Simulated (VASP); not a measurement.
Output of a VASP run:

File OUTCAR:
```
 ion  position               nearest neighbor table
   1  0.333  0.667  0.250-   2 3.41   2 3.41   2 3.41   2 3.41   2 3.41   2 3.41
   2  0.667  0.333  0.750-   1 3.41   1 3.41   1 3.41   1 3.41   1 3.41   1 3.41
  LATTYP: Found a hexagonal cell.
 ALAT       =     3.4600000891
 C/A-ratio  =     1.5953756815
 Subroutine PRICEL returns:
 Original cell was already a primitive cell.
 Subroutine GETGRP returns: Found 24 space group operations
The static configuration has the point symmetry D_3d.
 The point group associated with its full space group is D_6h.
The dynamic configuration has the point symmetry D_3d.
 Subroutine INISYM returns: Found 24 space group operations
 Subroutine IBZKPT returns following result:
 Found     64 irreducible k-points:

 Following reciprocal coordinates:
            Coordinates               Weight
  0.000000  0.000000  0.000000      1.000000
  0.090909 -0.000000  0.000000      6.000000
  0.181818 -0.000000  0.000000      6.000000
  0.272727  0.000000  0.000000      6.000000
  0.363636 -0.000000  0.000000      6.000000
  0.454545  0.000000  0.000000      6.000000
  0.090909  0.090909  0.000000      6.000000
  0.181818  0.090909  0.000000     12.000000
  0.272727  0.090909  0.000000     12.000000
  0.363636  0.090909  0.000000     12.000000
  0.454545  0.090909  0.000000      6.000000
  0.181818  0.181818  0.000000      6.000000
  0.272727  0.181818  0.000000     12.000000
  0.363636  0.181818  0.000000     12.000000
  0.272727  0.272727  0.000000      6.000000
  0.363636  0.272727  0.000000      6.000000
  0.000000  0.000000  0.166667      2.000000
  0.090909 -0.000000  0.166667     12.000000
  0.181818 -0.000000  0.166667     12.000000
  0.272727  0.000000  0.166667     12.000000
  0.363636 -0.000000  0.166667     12.000000
  0.454545  0.000000  0.166667     12.000000
  0.090909  0.090909  0.166667     12.000000
  0.181818  0.090909  0.166667     24.000000
  0.272727  0.090909  0.166667     24.000000
  0.363636  0.090909  0.166667     24.000000
  0.454545  0.090909  0.166667     12.000000
  0.181818  0.181818  0.166667     12.000000
  0.272727  0.181818  0.166667     24.000000
  0.363636  0.181818  0.166667     24.000000
  0.272727  0.272727  0.166667     12.000000
  0.363636  0.272727  0.166667     12.000000
  0.000000  0.000000  0.333333      2.000000
  0.090909 -0.000000  0.333333     12.000000
  0.181818 -0.000000  0.333333     12.000000
  0.272727  0.000000  0.333333     12.000000
  0.363636 -0.000000  0.333333     12.000000
  0.454545  0.000000  0.333333     12.000000
  0.090909  0.090909  0.333333     12.000000
  0.181818  0.090909  0.333333     24.000000
   k-points           NKPTS =     64   k-points in BZ     NKDIM =     64   number of bands    NBANDS=     17
   number of dos      NEDOS =    301   number of ions     NIONS =      2
   total plane-waves  NPLWV =  32928
   dimension x,y,z NGX =    28 NGY =   28 NGZ =   42
   dimension x,y,z NGXF=    56 NGYF=   56 NGZF=   84
   ions per type =               2
   PREC   = accura    normal or accurate (medium, high low for compatibility)
   ISTART =      0    job   : 0-new  1-cont  2-samecut
   ICHARG =      2    charge: 1-file 2-atom 10-const
   ISPIN  =      1    spin polarized calculation?
   LNONCOLLINEAR =      F non collinear calculations
   LSORBIT =      F    spin-orbit coupling
   INIWAV =      1    electr: 0-lowe 1-rand  2-diag
   ENCUT  =  520.0 eV  38.22 Ry    6.18 a.u.   6.43  6.43 10.26*2*pi/ulx,y,z
   NELM   =    100;   NELMIN=  2; NELMDL= -5     # of ELM steps
   EDIFF  = 0.1E-05   stopping-criterion for ELM
   LREAL  =      F    real-space projection
   NLSPLINE    = F    spline interpolate recip. space projectors
   LMAXMIX     =    4 max onsite mixed and CHGCAR
   VOSKOWN=      0    Vosko Wilk Nusair interpolation
   EDIFFG = -.1E-01   stopping-criterion for IOM
   NSW    =     60    number of steps for IOM
...
```

File OSZICAR:
```
...
DAV:   1    -0.378397660940E+01   -0.18222E-02   -0.35307E-02  2182   0.170E+00    0.250E-01
DAV:   2    -0.378241554990E+01    0.15611E-02   -0.34074E-03  2179   0.499E-01    0.805E-02
DAV:   3    -0.378222213115E+01    0.19342E-03   -0.68384E-04  2199   0.235E-01    0.610E-02
DAV:   4    -0.378208210870E+01    0.14002E-03   -0.11673E-04  2194   0.101E-01    0.423E-03
DAV:   5    -0.378217499097E+01   -0.92882E-04   -0.11343E-04  2186   0.107E-01    0.283E-03
DAV:   6    -0.378219224998E+01   -0.17259E-04   -0.66618E-06  1812   0.245E-02    0.198E-03
DAV:   7    -0.378219523774E+01   -0.29878E-05   -0.25704E-06  1690   0.150E-02    0.901E-04
DAV:   8    -0.378219393769E+01    0.13001E-05   -0.17276E-07  1094   0.534E-03    0.157E-04
DAV:   9    -0.378219414616E+01   -0.20847E-06   -0.63286E-09  1093   0.862E-04
   3 F= -.37821941E+01 E0= -.37818606E+01  d E =-.840523E-02
       N       E                     dE             d eps       ncg     rms          rms(c)
DAV:   1    -0.378233180816E+01   -0.13787E-03   -0.28020E-03  2182   0.479E-01    0.702E-02
DAV:   2    -0.378220200776E+01    0.12980E-03   -0.27252E-04  2177   0.141E-01    0.226E-02
DAV:   3    -0.378218393123E+01    0.18077E-04   -0.54382E-05  2201   0.665E-02    0.171E-02
DAV:   4    -0.378218931842E+01   -0.53872E-05   -0.95572E-06  1962   0.288E-02    0.139E-03
DAV:   5    -0.378218438187E+01    0.49365E-05   -0.92210E-06  1722   0.300E-02    0.794E-04
DAV:   6    -0.378218890136E+01   -0.45195E-05   -0.58224E-07  1169   0.670E-03    0.601E-04
DAV:   7    -0.378219019508E+01   -0.12937E-05   -0.21488E-07  1088   0.448E-03    0.295E-04
DAV:   8    -0.378219060345E+01   -0.40837E-06   -0.14297E-08  1088   0.148E-03
   4 F= -.37821906E+01 E0= -.37818538E+01  d E =-.840168E-02
       N       E                     dE             d eps       ncg     rms          rms(c)
DAV:   1    -0.378238271793E+01   -0.19252E-03   -0.68361E-03  2256   0.655E-01    0.585E-02
DAV:   2    -0.378225689088E+01    0.12583E-03   -0.10663E-04  2237   0.104E-01    0.327E-02
DAV:   3    -0.378221208022E+01    0.44811E-04   -0.79830E-05  2291   0.857E-02    0.102E-02
DAV:   4    -0.378221682139E+01   -0.47412E-05   -0.12076E-05  2335   0.336E-02    0.238E-03
DAV:   5    -0.378221922361E+01   -0.24022E-05   -0.34556E-06  1684   0.204E-02    0.110E-03
DAV:   6    -0.378222104030E+01   -0.18167E-05   -0.78141E-07  1601   0.837E-03    0.478E-04
DAV:   7    -0.378221976465E+01    0.12757E-05   -0.31753E-07  1088   0.564E-03    0.184E-04
DAV:   8    -0.378221991596E+01   -0.15131E-06   -0.85216E-09  1088   0.989E-04
   5 F= -.37822199E+01 E0= -.37819090E+01  d E =-.293125E-04
       N       E                     dE             d eps       ncg     rms          rms(c)
DAV:   1    -0.378373881839E+01   -0.15191E-02   -0.61546E-02  2256   0.197E+00    0.176E-01
DAV:   2    -0.378261193365E+01    0.11269E-02   -0.96321E-04  2239   0.311E-01    0.982E-02
DAV:   3    -0.378223455492E+01    0.37738E-03   -0.71917E-04  2299   0.257E-01    0.305E-02
DAV:   4    -0.378221711097E+01    0.17444E-04   -0.10696E-04  2319   0.993E-02    0.714E-03
DAV:   5    -0.378227113968E+01   -0.54029E-04   -0.30676E-05  2198   0.604E-02    0.330E-03
DAV:   6    -0.378227552018E+01   -0.43805E-05   -0.67983E-06  1705   0.257E-02    0.135E-03
DAV:   7    -0.378227306491E+01    0.24553E-05   -0.28831E-06  1666   0.166E-02    0.432E-04
DAV:   8    -0.378227374484E+01   -0.67993E-06   -0.61738E-08  1088   0.252E-03
   6 F= -.37822737E+01 E0= -.37820516E+01  d E =-.831414E-04
```

File OUTCAR:
```
------------------------ aborting loop because EDIFF is reached ----------------------------------------
  FORCE on cell =-STRESS in cart. coord.  units (eV):
  Direction    XX          YY          ZZ          XY          YZ          ZX
  --------------------------------------------------------------------------------------
  Total        0.0008599      0.0008599      0.0156399      0.0000000      0.0000000      0.0000000
  in kB        0.0232715      0.0232715      0.4232685      0.0000000      0.0000000      0.0000000
  external PRESSURE =       0.1566039 kB  Pullay stress =       0.0000000 kB
  volume of cell :       59.20
      direct lattice vectors                 reciprocal lattice vectors
     1.744090852 -3.020854075  0.000000000     0.286682313 -0.165516105 -0.000000000
     1.744090852  3.020854075  0.000000000     0.286682313  0.165516105 -0.000000000
     0.000000000  0.000000000  5.618227240     0.000000000  0.000000000  0.177992088
 POSITION                                       TOTAL-FORCE (eV/Angst)
 -----------------------------------------------------------------------------------
      1.74409      1.00695      1.40456         0.000000     -0.000000      0.000000
      1.74409     -1.00695      4.21367        -0.000000      0.000000      0.000000
 -----------------------------------------------------------------------------------
    total drift:                               -0.000016      0.000464      0.000010
  FREE ENERGIE OF THE ION-ELECTRON SYSTEM (eV)
  ---------------------------------------------------
  free  energy   TOTEN  =        -3.7822737448 eV

  energy  without entropy=       -3.7816072495  energy(sigma->0) =       -3.78205158

 reached required accuracy - stopping structural energy minimisation
```
(Selected blocks of OUTCAR.)

### POSCAR
```
Tl
1
    1.7300000000    -2.9964480000     0.0000000000
    1.7300000000     2.9964480000     0.0000000000
    0.0000000000     0.0000000000     5.5200000000
Tl
2
Direct
  0.3333330000   0.6666670000   0.2500000000
  0.6666670000   0.3333330000   0.7500000000
```

**Question.** Write an INCAR and KPOINTS that could have produced this output.

**Answer.** This is not unique; one that fits is the input of the run itself, TPSS meta-GGA, plane waves, VASP's PBE PAW potentials (set 64).

INCAR:
```
SYSTEM = Tl
PREC = Accurate
ENCUT = 520
EDIFF = 1E-6
NELM = 100
ALGO = Normal
LREAL = .FALSE.
LASPH = .TRUE.
ISMEAR = 1
SIGMA = 0.1
METAGGA = TPSS
LMIXTAU = .TRUE.
LMAXMIX = 4
LWAVE = .FALSE.
LCHARG = .FALSE.
IBRION = 2
ISIF = 3
NSW = 60
EDIFFG = -0.01
```

File KPOINTS:
```
Automatic mesh
0
Gamma
11 11 6
0 0 0
```

POTCAR, in this order: Tl_d (PBE.64 set). Program: vasp_std.

Energy and stress use the plane-wave basis of the starting cell.

The compound is Tl in the hcp structure. This run relaxes it. Symmetry was kept, so distortions that lower it aren't found.
